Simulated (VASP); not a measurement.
Consider the following.

```
LiF
1.0
    0.00000     2.15414     2.15414
    2.15414     0.00000     2.15414
    2.15414     2.15414     0.00000
Li F
1 1
Direct
  0.00000   0.00000   0.00000
  0.25000   0.25000   0.25000
```

Computed with PBEsol GGA, VASP's PBE PAW potentials (set 64) (plane waves; VASP 6.6.1). Numerical set-up: 520 eV cut-off, 12×12×12 Γ-centred mesh, tetrahedra with Blöchl corrections, potentials Li_sv F.

Predict the energy per atom (σ→0), band gap (on the k-mesh) with the smallest direct gap where there is one.

```
Quantity                                     Result
-----------------------------------  --------------
band gap (on the k-mesh)                    7.67 eV
smallest direct gap (on the k-mesh)         7.67 eV
energy per atom (σ→0)                -4.890 eV/atom
```

Only differences to runs with the same potentials and settings are physical.

The structure was generated: LiF was put into the zinc blende type (F-43m), which need not be its known phase. It was relaxed first.
